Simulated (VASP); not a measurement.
Level of theory: revTPSS meta-GGA, VASP's PBE PAW potentials (set 64) (plane waves; VASP).

The input files of a VASP run:

### KPOINTS_OPT
```
k-points along high-symmetry lines
10
Line-mode
Reciprocal
  0.000000   0.000000   0.000000 ! GAMMA
  0.500000   0.000000   0.500000 ! X

  0.500000   0.000000   0.500000 ! X
  0.625000   0.250000   0.625000 ! U

  0.375000   0.375000   0.750000 ! K
  0.000000   0.000000   0.000000 ! GAMMA

  0.000000   0.000000   0.000000 ! GAMMA
  0.500000   0.500000   0.500000 ! L

  0.500000   0.500000   0.500000 ! L
  0.500000   0.250000   0.750000 ! W

  0.500000   0.250000   0.750000 ! W
  0.500000   0.000000   0.500000 ! X
```

File POSCAR:
```
Au
1
    0.0000000000     2.0419560072     2.0419560072
    2.0419560072    -0.0000000000     2.0419560072
    2.0419560072     2.0419560072    -0.0000000000
Au
1
Direct
  0.0000000000   0.0000000000   0.0000000000
```

File KPOINTS:
```
Automatic mesh
0
Gamma
17 17 17
0 0 0
```

**INCAR**
```
ENCUT  =  520
NELM  =  100
METAGGA  =  RTPSS
ISMEAR  =  -5   # tetrahedra, Bloechl
LWAVE  =  F
LREAL  =  F   # projection in real space or not
LORBIT  =  11
LMAXMIX  =  6   # l cut-off of mixed one-centre charges
NEDOS  =  601   # DOS grid
SYSTEM  =  Au
EDIFF  =  1E-7   # SCF stop (eV)
LCHARG  =  F
PREC  =  Accurate
LASPH  =  T   # aspherical one-centre terms
ISIF  =  2   # forces and stress, cell fixed
LMIXTAU  =  T
ALGO  =  Normal
```

POTCAR, in this order: Au (PBE.64 set). Program: vasp_std.

Task: What will the output report for the number of irreducible k-points (NKPTS), largest plane-wave count, number of space-group operations, FFT grid (NGX, NGY, NGZ)?

Result: 
```
Item                                          Result
--------------------------------------  ------------
number of irreducible k-points (NKPTS)           165
largest plane-wave count                         473
number of space-group operations                  48
FFT grid (NGX, NGY, NGZ)                24 × 24 × 24
```

The compound is Au in the fcc structure. It was relaxed first.
